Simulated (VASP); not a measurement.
These are r2SCAN+rVV10, VASP's PBE PAW potentials (set 64) (plane waves; VASP) values and carry that method's errors.

A VASP calculation is set up with these files.

POSCAR:
```
TiCo
1.0
  2.9900000000   0.0000000000   0.0000000000
  0.0000000000   2.9900000000   0.0000000000
  0.0000000000   0.0000000000   2.9900000000
Ti Co
1 1
Direct
  0.0000000000   0.0000000000   0.0000000000
  0.5000000000   0.5000000000   0.5000000000
```

### KPOINTS
```
Automatic mesh
0
gamma
11 11 11
```

**INCAR**
```
ALGO  =  Normal
BPARAM  =  11.95
CPARAM  =  0.0093
EDIFF  =  1E-6
EDIFFG  =  -0.01
ENCUT  =  520
IBRION  =  2
ISIF  =  3
ISMEAR  =  1
LASPH  =  T
LCHARG  =  F
LMAXMIX  =  4
LMIXTAU  =  T
LREAL  =  F
LUSE_VDW  =  T
LWAVE  =  F
METAGGA  =  R2SCAN
NELM  =  100
NSW  =  60
PREC  =  Accurate
SIGMA  =  0.1
SYSTEM  =  TiCo
```

POTCAR, in this order: Ti_sv Co (PBE.64 set). Program: vasp_std.

The resulting files:

### OSZICAR
```
       N       E                     dE             d eps       ncg     rms          rms(c)
DAV:   1     0.145304450453E+03    0.14530E+03   -0.10676E+04  1568   0.191E+03
DAV:   2    -0.228200972159E+02   -0.16812E+03   -0.16532E+03  1604   0.423E+02
DAV:   3    -0.333668503964E+02   -0.10547E+02   -0.10448E+02  2536   0.116E+02
DAV:   4    -0.337038198844E+02   -0.33697E+00   -0.33537E+00  1930   0.169E+01
DAV:   5    -0.337174955085E+02   -0.13676E-01   -0.13674E-01  2254   0.312E+00    0.157E+01
DAV:   6    -0.287231557999E+02    0.49943E+01   -0.40555E+01  1846   0.104E+02    0.141E+01
DAV:   7    -0.270400891381E+02    0.16831E+01   -0.25029E+01  2432   0.592E+01    0.127E+01
DAV:   8    -0.262537420956E+02    0.78635E+00   -0.76320E+00  2406   0.294E+01    0.214E+00
DAV:   9    -0.262152464480E+02    0.38496E-01   -0.32879E-01  2080   0.606E+00    0.172E+00
DAV:  10    -0.262074852419E+02    0.77612E-02   -0.34093E-01  1974   0.829E+00    0.888E-01
DAV:  11    -0.262160724149E+02   -0.85872E-02   -0.76718E-02  1676   0.384E+00    0.221E-01
DAV:  12    -0.262211673972E+02   -0.50950E-02   -0.15270E-02  1884   0.150E+00    0.857E-02
DAV:  13    -0.262212140200E+02   -0.46623E-04   -0.24647E-03  1872   0.426E-01    0.843E-02
DAV:  14    -0.262213123988E+02   -0.98379E-04   -0.59269E-04  1830   0.270E-01    0.399E-02
DAV:  15    -0.262214033005E+02   -0.90902E-04   -0.17151E-04  2152   0.146E-01    0.194E-02
DAV:  16    -0.262213927378E+02    0.10563E-04   -0.49200E-05  2194   0.102E-01    0.268E-02
DAV:  17    -0.262213951976E+02   -0.24598E-05   -0.20273E-05  2150   0.603E-02    0.714E-03
DAV:  18    -0.262213952951E+02   -0.97497E-07   -0.10595E-06   922   0.145E-02
   1 F= -.26221395E+02 E0= -.26221280E+02  d E =-.262214E+02
       N       E                     dE             d eps       ncg     rms          rms(c)
DAV:   1    -0.290912018364E+02   -0.28698E+01   -0.62911E+01  1622   0.125E+02    0.161E+01
DAV:   2    -0.326187810717E+02   -0.35276E+01   -0.62440E+01  1810   0.115E+02    0.217E+01
DAV:   3    -0.262124761293E+02    0.64063E+01   -0.27749E+01  2200   0.745E+01    0.404E+00
DAV:   4    -0.261437228441E+02    0.68753E-01   -0.10828E+00  1684   0.104E+01    0.183E+00
DAV:   5    -0.261667707883E+02   -0.23048E-01   -0.14633E-01  2366   0.424E+00    0.991E-01
DAV:   6    -0.261927020550E+02   -0.25931E-01   -0.13333E-01  2382   0.334E+00    0.105E+00
DAV:   7    -0.261951622677E+02   -0.24602E-02   -0.21353E-02  2222   0.149E+00    0.561E-01
DAV:   8    -0.261987545046E+02   -0.35922E-02   -0.15652E-02  2120   0.157E+00    0.772E-02
DAV:   9    -0.261990176283E+02   -0.26312E-03   -0.18720E-03  2208   0.527E-01    0.647E-02
DAV:  10    -0.261991556343E+02   -0.13801E-03   -0.31481E-04  2664   0.195E-01    0.421E-02
DAV:  11    -0.261991423720E+02    0.13262E-04   -0.85772E-05  1608   0.138E-01    0.244E-02
DAV:  12    -0.261991552582E+02   -0.12886E-04   -0.41751E-05  2266   0.853E-02    0.295E-03
DAV:  13    -0.261991556503E+02   -0.39202E-06   -0.18028E-06  1210   0.184E-02
   2 F= -.26199156E+02 E0= -.26199133E+02  d E =0.222396E-01
       N       E                     dE             d eps       ncg     rms          rms(c)
DAV:   1    -0.271920889538E+02   -0.99293E+00   -0.20903E+01  1658   0.782E+01    0.866E+00
DAV:   2    -0.301016853512E+02   -0.29096E+01   -0.33554E+01  2412   0.667E+01    0.250E+01
DAV:   3    -0.262349561141E+02    0.38667E+01   -0.25479E+01  2344   0.504E+01    0.177E+00
DAV:   4    -0.262591490841E+02   -0.24193E-01   -0.37565E-01  1716   0.558E+00    0.179E+00
DAV:   5    -0.262460327338E+02    0.13116E-01   -0.63051E-02  2242   0.256E+00    0.858E-01
DAV:   6    -0.262616496613E+02   -0.15617E-01   -0.14621E-01  2098   0.371E+00    0.769E-01
DAV:   7    -0.262595091175E+02    0.21405E-02   -0.60706E-03  1694   0.842E-01    0.755E-01
DAV:   8    -0.262611311802E+02   -0.16221E-02   -0.78823E-04  2408   0.320E-01    0.655E-01
DAV:   9    -0.262517186850E+02    0.94125E-02   -0.25059E-02  1848   0.171E+00    0.202E-01
DAV:  10    -0.262513500093E+02    0.36868E-03   -0.33148E-03  1848   0.698E-01    0.119E-01
DAV:  11    -0.262516197990E+02   -0.26979E-03   -0.39628E-04  1670   0.269E-01    0.112E-01
DAV:  12    -0.262515926490E+02    0.27150E-04   -0.38772E-04  2316   0.193E-01    0.468E-02
DAV:  13    -0.262515779267E+02    0.14722E-04   -0.74715E-05  1834   0.908E-02    0.129E-02
DAV:  14    -0.262515806828E+02   -0.27561E-05   -0.18106E-05  2110   0.378E-02    0.184E-02
DAV:  15    -0.262515802437E+02    0.43909E-06   -0.16494E-06  1242   0.182E-02
   3 F= -.26251580E+02 E0= -.26251442E+02  d E =-.301849E-01
```

File OUTCAR:
```
------------------------ aborting loop because EDIFF is reached ----------------------------------------
  FORCE on cell =-STRESS in cart. coord.  units (eV):
  Direction    XX          YY          ZZ          XY          YZ          ZX
  --------------------------------------------------------------------------------------
  Total        0.0059170      0.0059170      0.0059170     -0.0000000      0.0000000     -0.0000000
  in kB        0.3705199      0.3705199      0.3705199     -0.0000000      0.0000000     -0.0000000
  external PRESSURE =       0.3705199 kB  Pullay stress =       0.0000000 kB
  volume of cell :       25.59
      direct lattice vectors                 reciprocal lattice vectors
     2.946684707 -0.000000000  0.000000000     0.339364438  0.000000000  0.000000000
    -0.000000000  2.946684707 -0.000000000     0.000000000  0.339364438  0.000000000
    -0.000000000 -0.000000000  2.946684707    -0.000000000  0.000000000  0.339364438
 POSITION                                       TOTAL-FORCE (eV/Angst)
 -----------------------------------------------------------------------------------
      0.00000      0.00000      0.00000         0.000000      0.000000      0.000000
      1.47334      1.47334      1.47334        -0.000000     -0.000000      0.000000
 -----------------------------------------------------------------------------------
    total drift:                                0.000000      0.000000     -0.000000
  FREE ENERGIE OF THE ION-ELECTRON SYSTEM (eV)
  ---------------------------------------------------
  free  energy   TOTEN  =       -26.2515802437 eV

  energy  without entropy=      -26.2511665649  energy(sigma->0) =      -26.25144235

 reached required accuracy - stopping structural energy minimisation
```
(Selected blocks of OUTCAR.)

**CONTCAR**
```
TiCo
   1.00000000000000
     2.9466847073843105   -0.0000000000000000    0.0000000000000000
    -0.0000000000000000    2.9466847073843105   -0.0000000000000000
    -0.0000000000000000   -0.0000000000000000    2.9466847073843105
  Ti              Co
     1     1
Direct
     0.0000000000000000    0.0000000000000000    0.0000000000000000
     0.5000000000000000    0.5000000000000000    0.5000000000000000
```

### OUTCAR
```
 val. band max:       10.4157894302   @ k =   0.4545   0.4545   0.1818

 cond. band min:      10.4643125599   @ k =   0.4545   0.3636   0.0000


 Fermi energy:        10.4281413278

 k-point     1 :       0.0000    0.0000    0.0000
  band No.  band energies     occupation
      1     -49.1416      2.00000
      2     -24.1748      2.00000
      3     -24.1748      2.00000
      4     -24.1748      2.00000
      5       2.1027      2.00000
      6       6.3018      2.00000
      7       6.3018      2.00000
      8       8.7536      2.00000
      9       8.7536      2.00000
     10       8.7536      2.00000
     11      11.3427     -0.00000
     12      11.3427     -0.00000
     13      13.3756      0.00000
     14      13.3756      0.00000

 k-point     2 :       0.0909    0.0000    0.0000
  band No.  band energies     occupation
      1     -49.1385      2.00000
      2     -24.2037      2.00000
      3     -24.1727      2.00000
      4     -24.1727      2.00000
      5       2.2789      2.00000
      6       6.3822      2.00000
      7       6.3836      2.00000
      8       8.7397      2.00000
      9       8.7397      2.00000
     10       8.7843      2.00000
     11      11.2491     -0.00000
     12      11.3761     -0.00000
     13      13.1324      0.00000
     14      13.1324      0.00000

 k-point     3 :       0.1818    0.0000    0.0000
  band No.  band energies     occupation
      1     -49.1301      2.00000
      2     -24.2810      2.00000
      3     -24.1671      2.00000
      4     -24.1671      2.00000
      5       2.7917      2.00000
      6       6.5872      2.00000
      7       6.6220      2.00000
      8       8.7059      2.00000
      9       8.7059      2.00000
     10       8.8692      2.00000
     11      10.9773     -0.00000
     12      11.4384     -0.00000
     13      12.5659      0.00000
     14      12.5659      0.00000

 k-point     4 :       0.2727    0.0000    0.0000
  band No.  band energies     occupation
...
```

Energy and stress use the plane-wave basis of the starting cell.

The compound is TiCo in the CsCl type structure. This run relaxes it. Symmetry was kept, so distortions that lower it aren't found. The run is not spin-polarised, so no magnetic state was tried. The electron count is odd and the run is not spin-polarised, which forces a metal.
